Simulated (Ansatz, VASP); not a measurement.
# SiGeO3 (perovskite type (invented)): VASP beside Ansatz, part 3 of 3

One calculation is typed for both programs; each brings its own data sets. How far apart do they land? The cell is generated by rule, not measured, and may not be a known phase. The cell is taken from a series of runs on this material, whose earlier steps may have relaxed, scaled, displaced or heated it; both programs get it as it stands.

VASP 6.6.1 and Ansatz 0.2.0.

So far: Starting point; VASP: zone-centre phonons, LDA.

### 3. Ansatz: zone-centre phonons, LDA

Level of this step: Ansatz beside VASP: Kohn-Sham DFT, plane waves, LDA (Ansatz).

Ansatz runs on its PAW soft_1 files.

The same cell, functional (in two slightly different forms) and mesh now go to Ansatz, which takes its cutoff from its data sets.

File input.yaml:

```yaml
crystal:
  lattice:
    - [3.545927693, 0.0, 0.0]
    - [0.0, 3.545927693, 0.0]
    - [0.0, 0.0, 3.545927693]
  atoms:
    - { symbol: Ge, position: [0.0, 0.0, 0.0] }
    - { symbol: Si, position: [0.5, 0.5, 0.5] }
    - { symbol: O, position: [0.5, 0.5, 0.0] }
    - { symbol: O, position: [0.5, 0.0, 0.5] }
    - { symbol: O, position: [0.0, 0.5, 0.5] }
kpoints:
  mp_grid: { grid: [8, 8, 8] }
hamiltonian:
  xc: lda
  pseudopotentials: { kind: paw, azcp: { folder: soft_1 }, xc_functional: pbe }
scf:
  occupations: { method: fixed }
output:
  eigenvalues: true
phonons:
  method: dfpt
  dielectric: true
  rigid_motions: translations
```

On the command line:

```bash
$ ansatz run input.yaml --threads 4 --pin off --max-ram 9216MiB --backend cpu --events-out ev --progress --plain --runs-dir out
```

Numbers of over 12 decimals in the logs are rounded to 6 here.

The program printed:

```text
Engine: ansatz 0.2.0, x86_64-unknown-linux-gnu
Pseudopotentials: kind: paw
Pseudopotential: Ge, paw, valence charge 14, recommended cutoff 420 eV (normal), soft_1/Ge.paw.azcp
Pseudopotential: Si, paw, valence charge 4, recommended cutoff 420 eV (normal), soft_1/Si.paw.azcp
Pseudopotential: O, paw, valence charge 6, recommended cutoff 420 eV (normal), soft_1/O.paw.azcp
Functional definition: SPW92
  exchange = slater_x
  correlation = pw_c
Crystal: 5 atoms, lattice volume = 44.585 Å³
Basis set: ecut = 420 eV, 895 PW (Γ), exchange–correlation on 48×48×48 points (8 copies of the dense FFT grid, shifted against one another)
Bands: 23, of which v1, the nominal top of the filled ones, is band 18 counted from 1 (17 counted from 0)
Symmetry: 48 space group operations
k-points: 170 of 512 (irreducible under 2 space group operations, time reversal used)
Non-local potential: Ge, projectors of the file, l = 0: 2, l = 1: 2, l = 2: 3, l = 3: 1
Non-local potential: Si, projectors of the file, l = 0: 2, l = 1: 2, l = 2: 1
Non-local potential: O, projectors of the file, l = 0: 2, l = 1: 2, l = 2: 1
PAW form: soft (Blöchl's): semilocal exchange-correlation on the pseudo side does not see the compensation charge
PAW frozen core: Ge, regenerated for the run's functional, and the local potential with it (the file was generated under x = pbe(κ = 0.804, μ = 0.219515), c = pbe(β = 0.066725))
PAW frozen core: Si, regenerated for the run's functional, and the local potential with it (the file was generated under x = pbe(κ = 0.804, μ = 0.219515), c = pbe(β = 0.066725))
PAW frozen core: O, regenerated for the run's functional, and the local potential with it (the file was generated under x = pbe(κ = 0.804, μ = 0.219515), c = pbe(β = 0.066725))
PAW one-centre angular grid: Ge, 590 points (default); XC on 64 Gauss nodes
PAW one-centre angular grid: Si, 110 points (default); XC on 64 Gauss nodes
PAW one-centre angular grid: O, 110 points (default); XC on 64 Gauss nodes
Initial density: superposition of atomic densities (chi_scale 0.1, normalization cell, long waves kept (reshape's long-wave potential 0.03 eV rms))
Initial wavefunctions: pseudopotential atomic-orbital guess
Functional: x = slater, c = lda
SCF iter   1: F=—  HF=-6492.750352 eV  |F-HF|=—  |Δ(HF+E_count)|=         —  Δρ=8.35e-2  dr2=2.57e0  ethr=3.10e-3  ⟨swp⟩=4.1  Hψ=16304  notcnv=0  defer=339
preconditioner: auto → Resta (q_TF=auto, 2.633 Å⁻¹)  ε∞=3.7  [insulator: Δε(μ)=2.541 eV  Ē_g=20.226 eV  n_scr=18 (ndim 8)  ℏωp=33.4 eV  f_vac=0.000  ε∞_Penn≈3.7]
SCF iter   2: F=—  HF=-6492.107361 eV  |F-HF|=—  |Δ(HF+E_count)|=   6.43e-1  Δρ=3.53e-2  dr2=3.56e-1  ethr=3.10e-3  ⟨swp⟩=2.0  Hψ=8548  notcnv=0  defer=286
SCF iter   3: F=—  HF=-6492.019567 eV  |F-HF|=—  |Δ(HF+E_count)|=   8.78e-2  Δρ=1.42e-2  dr2=6.58e-2  ethr=9.90e-4  ⟨swp⟩=2.6  Hψ=5871  notcnv=0  defer=449
SCF iter   4: F=—  HF=-6492.006938 eV  |F-HF|=—  |Δ(HF+E_count)|=   1.26e-2  Δρ=1.93e-3  dr2=5.79e-4  ethr=1.83e-4  ⟨swp⟩=2.1  Hψ=7179  notcnv=0  defer=488
SCF iter   5: F=—  HF=-6492.007675 eV  |F-HF|=—  |Δ(HF+E_count)|=   7.37e-4  Δρ=9.97e-4  dr2=3.08e-4  ethr=1.61e-6  ⟨swp⟩=2.0  Hψ=7162  notcnv=0  defer=488
SCF iter   6: F=—  HF=-6492.007344 eV  |F-HF|=—  |Δ(HF+E_count)|=   3.31e-4  Δρ=1.20e-4  dr2=5.15e-6  ethr=8.56e-7  ⟨swp⟩=2.0  Hψ=7151  notcnv=0  defer=476
SCF iter   7: F=—  HF=-6492.007345 eV  |F-HF|=—  |Δ(HF+E_count)|=   1.37e-6  Δρ=2.96e-5  dr2=2.99e-7  ethr=1.43e-8  ⟨swp⟩=2.0  Hψ=6617  notcnv=0  defer=170
SCF iter   8: F=—  HF=-6492.007345 eV  |F-HF|=—  |Δ(HF+E_count)|=   4.53e-8  Δρ=5.23e-6  dr2=1.12e-8  ethr=8.31e-10  ⟨swp⟩=2.0  Hψ=6824  notcnv=0  defer=170
SCF iter   9: F=—  HF=-6492.007345 eV  |F-HF|=—  |Δ(HF+E_count)|=   1.24e-9  Δρ=7.91e-7  dr2=1.47e-10  ethr=3.11e-11  ⟨swp⟩=2.8  Hψ=7203  notcnv=0  defer=170
SCF iter  10: F=-6492.007345 eV  HF=-6492.007345 eV  |F-HF|=9.09e-13  |Δ(HF+E_count)|=  2.46e-11  Δρ=6.63e-8  dr2=1.07e-12  ethr=1.00e-12  ⟨swp⟩=11.7  Hψ=22709  notcnv=0
SCF 1 converged in 10 iterations: F = -6492.007345 eV  dr2 = 1.07e-12
  greatest PAW one-centre occupation: 0.999 electrons in one spin orbital (limit 2), on the Ge atom at site 0 (counted from 0), in its partial waves of l = 2
DFPT response loops at Γ: preconditioner auto → none (the input reference at scf.mixing.eps_inf says where Resta's filter doesn't serve); β = 0.50; Broyden in place of MSR1
── the response to a field inside a basis, on 8×8×8 k-points: an SCF that follows is theirs, and a resumed run solves both again ──
Bands: 19, of which v1, the nominal top of the filled ones, is band 18 counted from 1 (17 counted from 0)
k-points: 20 of 512
Initial density: handed on by an earlier stage of this run
Initial wavefunctions: pseudopotential atomic-orbital guess (no wavefunctions were taken with the density)
Eigensolver: Dense (20 Hₖ)
SCF iter   1: F=—  HF=-6492.007033 eV  |F-HF|=—  |Δ(HF+E_count)|=         —  Δρ=6.49e-4  dr2=2.99e-5  ethr=1.00e-1
preconditioner: auto → Resta (q_TF=auto, 2.633 Å⁻¹)  ε∞=5.1  [insulator: Δε(μ)=3.095 eV  Ē_g=16.428 eV  n_scr=18 (ndim 8)  ℏωp=33.4 eV  f_vac=0.000  ε∞_Penn≈5.1]
SCF iter   2: F=—  HF=-6492.007024 eV  |F-HF|=—  |Δ(HF+E_count)|=   9.65e-6  Δρ=3.01e-4  dr2=8.80e-6  ethr=8.32e-8
SCF iter   3: F=—  HF=-6492.007022 eV  |F-HF|=—  |Δ(HF+E_count)|=   1.95e-6  Δρ=9.14e-5  dr2=6.10e-7  ethr=2.44e-8
SCF iter   4: F=-6492.007022 eV  HF=-6492.007022 eV  |F-HF|=3.63e-9  |Δ(HF+E_count)|=   2.65e-7  Δρ=5.56e-6  dr2=6.87e-9  ethr=1.70e-9
SCF 1 converged in 4 iterations: F = -6492.007022 eV  dr2 = 6.87e-9
DFPT response loops at Γ: mixed as the last ones told, above
WARN: field response: ε∞ stands inside a basis, on 8×8×8 points; the force constants stand on the 8×8×8 k-mesh, whose period is 11.28 times the interband length at k = (0.0000, 0.0000, -0.5000), direct gap 2.388 eV, under 14: take them and everything formed from them as unconverged, and compare with a denser kpoints.mp_grid
SCF converged after 10 iterations
Free energy (F): -6492.007345 eV
Harris-Foulkes:  -6492.007345 eV  (|F-HF|=9.09e-13)
Internal energy: -6492.007345 eV  (E = F + TS)
E sigma→0 (E₀):  -6492.007345 eV
Fermi energy:    11.155844 eV
--- Per-component energies (eV) ---
  E_band       = -40.150364
  E_kinetic    = 652.556781
  E_local      = -2572.443340  (includes V_loc(G=0)·N_el)
  E_nonlocal   = 396.334179
  E_hartree    = 1144.053004
  E_xc         = -344.167749
  E_vxc        = -392.334841  (∫ρ·V_xc dr)
  E_paw        = -2865.091595  (= ΣΔE_a)
  E_vpaw       = -412.371587  (= ΣTr[D̂ρ^β])
  E_aug_tail   = 0.002421  (compensation charges beyond the density's cutoff)
  E_ewald      = -2905.534469
  E_core_change = 2.283422  (= ΣΔE_core)
  E_smearing   = -0.000000  (= −TS)
  E_closure    = -0.000000  (closes the sum)
  Σ components = -6492.007345   (vs F -6492.007345, Δ=0.00e0)
--- Band table (eV; the first three rows and the last of 170) ---
  k-point 0: bands = [... 14 lower, 8.8932, 9.1284, 9.1284, 9.1284, 15.1804, 18.4168, 18.4168, 18.4168, ... 1 higher]
  k-point 1: bands = [... 14 lower, 8.8903, 9.0075, 9.0881, 9.0881, 15.6279, 17.5158, 18.0898, 18.0898, ... 1 higher]
  k-point 2: bands = [... 14 lower, 8.7309, 9.1620, 9.1620, 9.3384, 15.9688, 16.7351, 17.5129, 17.5129, ... 1 higher]
  k-point 169: bands = [... 14 lower, 7.6461, 10.7753, 10.7753, 10.7753, 18.0337, 18.0337, 18.0337, 19.6821, ... 1 higher]
--- Phonons (Γ-DFPT): 4 representative perturbations + reference, on 170 of 512 k-points (Σ response iterations 12) ---
  k mesh reduced under 2 symmetry operations, with k and −k counted as one. Each operation leaves every solved perturbation unchanged. A smaller set is not considered because the run solves the response to a homogeneous field
  ASR residual: 2.863e-5 → 0.000e0 eV/Å²; symmetrization residual: 1.857e-5 eV/Å²
  ASR residual per site (eV/Å²): 2.12e-5 1.13e-5 2.86e-5 2.86e-5 2.86e-5
  Γ frequencies (cm⁻¹): -189.25 -189.25 -189.25 0.00 0.00 0.00 333.43 333.43 333.43 384.41 384.41 384.41 749.07 749.07 749.07
  ε∞ (high-frequency dielectric tensor):
        6.918446    -0.000000     0.000000
       -0.000000     6.918446     0.000000
        0.000000     0.000000     6.918446
  softest optical mode at Γ: -189.25 cm⁻¹; the repairs (sum rule, projections) moved no ω² at Γ by more than (2.28 cm⁻¹)²
  Born effective charges Z* (e; rows j = field, columns β = displacement):
    site 0:
         4.64824    0.00000    0.00000
         0.00000    4.64824   -0.00000
        -0.00000    0.00000    4.64824
    site 1:
         4.14336   -0.00000   -0.00000
         0.00000    4.14336   -0.00000
         0.00000    0.00000    4.14336
    site 2:
        -2.94083    0.00000   -0.00000
         0.00000   -2.94083    0.00000
        -0.00000    0.00000   -2.90995
    site 3:
        -2.94083    0.00000    0.00000
         0.00000   -2.90995   -0.00000
        -0.00000    0.00000   -2.94083
    site 4:
        -2.90995   -0.00000    0.00000
        -0.00000   -2.94083   -0.00000
         0.00000    0.00000   -2.94083
  Z* charge neutrality: 4.521e-3 e pre-enforcement
  solved inside a basis spanned on kpoints, on 8×8×8 k-points, its susceptibility summed on 12×12×12: ε∞ is read to err by 2.9e-2, Z* by 4.4e-2 e (field_mesh: kpoints solves on kpoints); Z* is corrected for what the basis lacks
  optical modes at Γ without the LO–TO term, one row a degenerate level:
      ω (cm⁻¹)  modes    IR ((D/Å)²/amu)
       -189.25      3            89.7316
        333.43      3             0.0000
        384.41      3            62.7903
        749.07      3            21.8341
  optical modes at Γ + LO–TO along q̂ = [1.0000, 0.0000, 0.0000]:
      ω (cm⁻¹)  modes    IR ((D/Å)²/amu)
       -189.25      2            59.8211
        214.89      1             3.2158
[...]
optical modes at Γ + LO–TO along q̂ = [0.0000, 1.0000, 0.0000]:
      ω (cm⁻¹)  modes    IR ((D/Å)²/amu)
[...]
822.52      1            30.7571
  optical modes at Γ + LO–TO along q̂ = [0.0000, 0.0000, 1.0000]:
      ω (cm⁻¹)  modes    IR ((D/Å)²/amu)
       -189.25      2            59.8211
        214.89      1             3.2158
        333.43      3             0.0000
        384.41      2            41.8602
        593.47      1            24.1458
        749.07      2            14.5561
        822.52      1            30.7571
```

### 4. Side by side

Known differences besides the potentials themselves: the two LDA forms differ slightly; fixed occupations in Ansatz, narrow Gaussian smearing in VASP; VASP's response is taken on the typed mesh, Ansatz refines its own for the field response alone; the cutoff is 420 eV in Ansatz and 600 eV in VASP; VASP's log shows a relativistic correction to its local exchange, Ansatz's none. Total energies have different zeros and are not compared.

Both answers:

```csv
quantity,Ansatz,VASP,difference
ε∞ xx,6.92,6.97,-0.80 %
ε∞ yy,6.92,6.97,-0.80 %
ε∞ zz,6.92,6.97,-0.80 %
Born charge of Ge1 (mean of the diagonal) (e),4.65,4.65,0.00
Born charge of Si2 (mean of the diagonal) (e),4.14,4.11,+0.03
Born charge of O3 (mean of the diagonal) (e),-2.93,-2.92,-0.01
"optical mode 1 to 3 (imaginary, printed as negative) (cm⁻¹)",-189.2,-186.1,-3.1
optical mode 4 to 6 (cm⁻¹),333.4,334.3,-0.25 %
optical mode 7 to 9 (cm⁻¹),384.4,387.9,-0.89 %
optical mode 10 to 12 (cm⁻¹),749.1,760.0,-1.44 %
```

Modes are paired by rising frequency, not by their patterns, so a pair may set unlike modes beside each other; they are those without the splitting of longitudinal modes.

### 5. Outcome

| Quantity | Value |
| --- | --- |
| r.m.s. difference of the optical zone-centre modes, each program's sorted by frequency (zone-centre phonons, LDA) | 6.0 cm⁻¹ |
| difference in optical mode 10 to 12 (zone-centre phonons, LDA) | -1.4 % |

The r.m.s. difference of the optical zone-centre modes, each program's sorted by frequency is 6.0 cm⁻¹ (zone-centre phonons, LDA). Among the rows given in per cent, the largest difference of the zone-centre phonons, LDA pair is in optical mode 10 to 12, -1.4 %. Such differences can come from data sets, numerical settings and the points named under the comparisons, not from the functional's error against experiment.

[Lines on the potential files, build, host, timing and source positions are cut from VASP's logs without a mark.]

[Logs are printed without paths, hosts, clocks, repeated set-up lines and the standing remarks that a program may print on its own settings, such as how far it seeks lower states.]

[Hosts, paths, dates, database ids (printed as entryN), source tags and the programs' standing remarks are cut or masked in the printed files.]
